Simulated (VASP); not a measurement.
Energy against volume of V (bcc). Level of theory: vdW-DF-cx, VASP's PBE PAW potentials (set 64) (plane waves; VASP 6.6.1). Settings: 520 eV cut-off, 17×17×17 Γ-centred mesh, first-order Methfessel-Paxton smearing of 0.10 eV, potentials V_sv.

```csv
V (Å³/atom),E (eV/atom)
12.585,-6.21015
12.974,-6.21811
13.363,-6.21203
13.753,-6.19380
```

Q: Fit these four points and predict the energy of the run at 12.196 Å³/atom.

A: A cubic in V^(−2/3), the third-order Birch-Murnaghan form, passes through the four points with V0 = 12.99 Å³/atom and B0 = 192 GPa, and gives -6.1858 eV/atom there. The run gave -6.1857 eV/atom, +0.2 meV/atom from the fit; all five points give B0 = 192 GPa.

The compound is V in the bcc structure. It was relaxed first, which changed the volume by -7 %. The run is not spin-polarised, so no magnetic state was tried.
